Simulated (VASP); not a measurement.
Input:

```xyz
2
Lattice="2.8560 0.0000 0.0000 0.0000 2.8560 0.0000 0.0000 0.0000 3.7434" Properties=species:S:1:pos:R:3 pbc="T T T"
Cu     0.0000     0.0000     0.0000
Au     1.4280     1.4280     1.8717
```

Calculation: PBE GGA, VASP's PBE PAW potentials (set 64) (plane waves; VASP). Settings: 400 eV cut-off, 15×15×12 Γ-centred mesh, first-order Methfessel-Paxton smearing of 0.10 eV, potentials Cu Au.

### Question
Give the stress tensor in GPa (positive for a compressed cell).

### Answer

```
-2.51   0.00   0.00
 0.00  -2.51   0.00
 0.00   0.00  -2.80
```
The pressure is its mean diagonal, -2.61 GPa.

The compound is CuAu in the L1_0 structure. The cell was not relaxed at this level. The run is one of a series of settings (KPOINTS 15×15×12 Γ-centred mesh against the base run), some of them coarse on purpose.
